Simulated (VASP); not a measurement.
Data:

```
CELL_PARAMETERS angstrom
      3.21053     0.00000     0.00000
      0.00000     3.21053     0.00000
      0.00000     0.00000     3.21053
ATOMIC_POSITIONS crystal
  Zn 0.50000 0.50000 0.50000
  Au 0.00000 0.00000 0.00000
```

All values below come from revPBE GGA, VASP's PBE PAW potentials (set 64) (plane waves; VASP). Numerical set-up: 520 eV cut-off, 13×13×13 Γ-centred mesh, tetrahedra with Blöchl corrections, potentials Zn Au.

Unless said otherwise, spin-orbit coupling is left out, though it shifts the bands of the heavy elements here.

Tabulate the total density of states (states/eV per cell) against energy (eV; zero at the valence-band maximum or, without a gap, the Fermi level).

```
E (eV) | DOS (states/eV)
    -9.90 |  0.06
    -9.68 |  0.11
    -9.57 |  0.13
    -9.35 |  0.16
    -9.24 |  0.18
    -9.02 |  0.21
    -8.91 |  0.23
    -8.69 | # 0.28
    -8.58 | # 0.31
    -8.36 | # 0.40
    -8.25 | # 0.47
    -8.03 | ## 1.05
    -7.92 | ###### 3.34
    -7.70 | ################# 8.80
    -7.58 | ########################## 13.5
    -7.36 | ############################## 15.6
    -7.14 | ############# 6.97
    -7.03 | ####### 3.87
    -6.81 | ## 0.83
    -6.70 | ## 0.83
    -6.48 | ## 0.97
    -6.37 | ## 1.16
    -6.15 | ######### 4.65
    -6.04 | ## 0.97
    -5.82 | # 0.32
    -5.71 | # 0.72
    -5.49 | #### 1.94
    -5.38 | ####### 3.44
    -5.16 | ########### 5.82
    -5.05 | ######### 4.68
    -4.83 | ###### 2.92
    -4.72 | ##### 2.40
    -4.50 | ########### 5.71
    -4.28 | ######### 4.48
    -4.17 | ######## 3.92
    -3.95 | ########### 5.69
    -3.84 | ############ 6.42
    -3.62 | ### 1.80
    -3.50 | ### 1.53
    -3.29 | ## 1.30
    -3.17 | ## 1.21
    -2.95 | # 0.45
    -2.84 | # 0.43
    -2.62 | # 0.40
    -2.51 | # 0.37
    -2.29 | # 0.48
    -2.18 | # 0.66
    -1.96 | # 0.64
    -1.74 | # 0.63
    -1.63 | # 0.62
    -1.41 | # 0.73
    -1.30 | # 0.70
    -1.08 | # 0.62
    -0.97 | # 0.61
    -0.75 | # 0.59
    -0.64 | # 0.58
    -0.42 | # 0.58
    -0.31 | # 0.55
    -0.09 | # 0.52
     0.02 | # 0.51
     0.24 | # 0.49
     0.35 | # 0.48
     0.57 | # 0.48
     0.68 | # 0.46
     0.91 | # 0.44
     1.12 | # 0.51
     1.24 | # 0.51
     1.46 | # 0.58
     1.57 | # 0.64
     1.79 | # 0.66
     1.90 | # 0.65
     2.12 | # 0.65
     2.23 | # 0.66
     2.45 | ## 0.80
     2.56 | ## 0.82
     2.78 | ## 0.85
     2.89 | ## 0.85
     3.11 | # 0.76
     3.22 | # 0.75
     3.44 | # 0.69
```
Within 2 eV below the Fermi level the largest weight inside VASP's projection spheres is Au d, then Au s.

The compound is AuZn in the CsCl type structure. It was relaxed first, which changed the volume by +6 %. The electron count is odd and the run is not spin-polarised, which forces a metal.
